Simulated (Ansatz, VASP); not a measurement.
# Bi (Bismuth): VASP beside Ansatz, part 2 of 2

Wanted: the spread between two codes on one cell, functional and k mesh. The structure shown is the start of the Ansatz relaxation below; VASP solves that cell, so the two are compared at the walk's first step.

VASP 6.6.1 and Ansatz 0.2.0.

So far. Step 7 (VASP: single point, LDA, start cell, pair 2): The run ends at a pressure of 3.44 GPa, with forces up to 0.092 eV/Å.

### Step 8. Comparison

Forces (eV/Å; atoms numbered as in POSCAR):

```tsv
atom	Ansatz x, y, z	VASP x, y, z
Bi1	0.000, 0.000, 0.075	0.000, 0.000, 0.092
Bi2	0.000, 0.000, -0.075	0.000, 0.000, -0.092
```

The forces differ by 10 meV/Å r.m.s., which is 18.9 % of the r.m.s. force of 0.053 eV/Å (both taken over all components).

### Step 9. What the set-up changes

Further runs change the set-up of one program: Ansatz's method, potentials or start, or VASP's data sets, cutoff or form of LDA. The table gives that difference for each run.

```tsv
run	r.m.s. force difference (meV/Å)
as above	10
VASP with a cutoff of 500 eV (perhaps on Ansatz's relaxed cell)	9.5
```

### Step 10. Ansatz: relaxation, LDA

The two programs are compared at the cell with which this relaxation starts, whose forces are those of its first step. The cell compared in this pair holds 65.70 Å³, against 63.02 Å³ for the pair before.

The structure compared here is the start of the Ansatz relaxation; VASP solves that cell, so the two are compared at the walk's first step.

File input.yaml:

```yaml
crystal:
  lattice:
    - [2.2318486913, 1.2885584428, 3.807828037]
    - [-2.2318486913, 1.2885584428, 3.807828037]
    - [0.0, -2.5771168855, 3.807828037]
  atoms:
    - { symbol: Bi, position: [0.2371620086, 0.2371620086, 0.2371620086] }
    - { symbol: Bi, position: [0.7628379914, 0.7628379914, 0.7628379914] }
kpoints:
  mp_grid: { grid: [12, 12, 12] }
hamiltonian:
  xc: lda
  pseudopotentials: { kind: paw, azcp: { folder: soft_1 }, xc_functional: pbe }
scf:
  occupations: { method: methfessel_paxton, width: 0.2 }
output:
  forces: true
  stress: true
  eigenvalues: true
relax:
  adjacent_minimum: "off"
  f_tol: 0.001
  max_steps: 60
  cell: { stress_tol: 0.01, fix: [volume] }
```

On the command line:

```
ansatz run input.yaml --threads 4 --pin off --max-ram 10240MiB --backend cpu --events-out ev --progress --plain --runs-dir out
```

Numbers of over 12 decimals in the logs are rounded to 6 here.

Output:

```text
[...]
Crystal: 2 atoms, lattice volume = 65.705 Å³
Basis set: ecut = 420 eV, 1279 PW (Γ)
Bands: 19, of which v1, the nominal top of the filled ones, is band 15 counted from 1 (14 counted from 0)
Symmetry: 12 space group operations
[...]
k-points: 189 of 1728
[...]
k-point 188: bands = [... 11 lower, 0.0057, 9.6192, 9.8826, 9.8826, 10.8309, 10.8309, 10.9392, 17.9616]
--- Relaxed structure (4 steps of the walk, 4 accepted, 1 SCFs on fresh bases) ---
[...]
cell:  # Å, volume = 65.7049 Å³
    - [2.236979, 1.291520, 3.790382]
    - [-2.236979, 1.291520, 3.790382]
    - [0, -2.583041, 3.790382]
  atoms:
    - { symbol: Bi, position: [0.238145, 0.238145, 0.238145] }
    - { symbol: Bi, position: [0.761855, 0.761855, 0.761855] }
[key lines of the parts left out:]
SCF converged after 6 iterations
Free energy (F): -24175.682335 eV
Fermi energy:    10.442113 eV
P = ⅓ Tr σ = 0.9162 GPa (9.162 kbar)
```

### Step 11. VASP: single point, LDA, start cell, pair 3

The same cell, functional (in two slightly different forms), mesh and smearing now go to VASP, with its own data sets.

File INCAR:

```
SYSTEM = Bi
PREC = Accurate
ENCUT = 400
EDIFF = 1E-06
NELM = 120
ISMEAR = 1
SIGMA = 0.2
LREAL = .FALSE.
ALGO = Normal
GGA = CA
NBANDS = 21
LORBIT = 11
LWAVE = .FALSE.
LCHARG = .FALSE.
ISIF = 2
LASPH = .TRUE.
GGA_COMPAT = .FALSE.
KPAR = 2
```

File POSCAR:

```
Bi
1.0
    2.2318490000      1.2885580000      3.8078280000
   -2.2318490000      1.2885580000      3.8078280000
    0.0000000000     -2.5771170000      3.8078280000
Bi
2
Direct
    0.2371620033      0.2371620033      0.2371619113
    0.7628381260      0.7628381260      0.7628378300
```

File KPOINTS:

```
Automatic mesh
0
Gamma
12 12 12
0 0 0
```

PAW data sets: Bi_d (LDA family, release 64).

On the command line:

```
mpirun -np 2 vasp_std
```

Output:

```text
[... set-up lines as in an earlier step ...]
 entering main loop
       N       E                     dE             d eps       ncg     rms          rms(c)
DAV:   1     0.283982087544E+03    0.28398E+03   -0.14382E+04  7959   0.149E+03
DAV:   2     0.142889217394E+02   -0.26969E+03   -0.26401E+03  8058   0.408E+02
DAV:   3    -0.836042223829E+01   -0.22649E+02   -0.22393E+02  9426   0.139E+02
DAV:   4    -0.911022627827E+01   -0.74980E+00   -0.74931E+00  9534   0.281E+01
[...]
DAV:   8    -0.911866821756E+01    0.71992E-04   -0.11467E-03  9043   0.410E-01    0.189E-02
DAV:   9    -0.911867447995E+01   -0.62624E-05   -0.50308E-05 11830   0.536E-02    0.655E-03
DAV:  10    -0.911867408717E+01    0.39278E-06   -0.24861E-06  7674   0.163E-02
   1 F= -.91186741E+01 E0= -.91191945E+01  d E =0.156115E-02
```

Parts of OUTCAR (step 11):

```text
  Total        0.5120567      0.5120564      0.4484261      0.0000000     -0.0000000      0.0000000
  in kB       12.4862246     12.4862191     10.9346282      0.0000000     -0.0000010      0.0000000
  external PRESSURE =      11.9690240 kB  Pullay stress =       0.0000000 kB

 POSITION                                       TOTAL-FORCE (eV/Angst)
 -----------------------------------------------------------------------------------
      0.00000     -0.00000      2.70922         0.000000     -0.000000      0.098452
      0.00000     -0.00000      8.71427         0.000000      0.000000     -0.098452
 -----------------------------------------------------------------------------------
    total drift:                               -0.000000     -0.000964      0.000000

  FREE ENERGIE OF THE ION-ELECTRON SYSTEM (eV)
  ---------------------------------------------------
  free  energy   TOTEN  =        -9.1186740872 eV

  energy  without entropy=       -9.1202352380  energy(sigma->0) =       -9.11919447

[... 1 part as in an earlier step ...]

[... 2 further parts left out ...]
[key lines of the parts left out:]
E-fermi :   6.9062
```

The run ends at a pressure of 1.20 GPa, with forces up to 0.098 eV/Å.

### Step 12. Side by side

Forces (eV/Å; atoms numbered as in POSCAR):

```tsv
atom	Ansatz x, y, z	VASP x, y, z
Bi1	0.000, 0.000, 0.079	0.000, 0.000, 0.098
Bi2	0.000, 0.000, -0.079	0.000, 0.000, -0.098
```

The forces differ by 11 meV/Å r.m.s., which is 19.7 % of the r.m.s. force of 0.057 eV/Å (both taken over all components).

### Step 13. What the set-up changes

Further runs change the set-up of one program: Ansatz's method, potentials or start, or VASP's data sets, cutoff or form of LDA. The table gives that difference for each run.

```tsv
run	r.m.s. force difference (meV/Å)
as above	11
VASP with a cutoff of 500 eV (perhaps on Ansatz's relaxed cell)	10
```

### Step 14. Summary of results

```
r.m.s. force difference (single point, LDA, start cell, pair 1) : 9.6 meV/Å
r.m.s. force difference (single point, LDA, start cell, pair 2) : 10 meV/Å
r.m.s. force difference (single point, LDA, start cell, pair 3) : 11 meV/Å
```

What this shows: The r.m.s. force difference is 11 meV/Å (single point, LDA, start cell, pair 3), within the 12 meV/Å picked in this series as the mark of a large difference. 10 further runs of this series are not shown here. How closely two codes agree says nothing of how well the functional describes the real material.

[Lines on the potential files, build, host, timing and source positions are cut from VASP's logs without a mark.]

[Logs are printed without paths, hosts, clocks, repeated set-up lines and the standing remarks that a program may print on its own settings, such as how far it seeks lower states.]

[Hosts, paths, dates, database ids (printed as entryN), source tags and the programs' standing remarks are cut or masked in the printed files.]

[Rows of further runs with another cutoff or data set may stand on the cell that Ansatz relaxed, not on the start cell of the pair above them.]
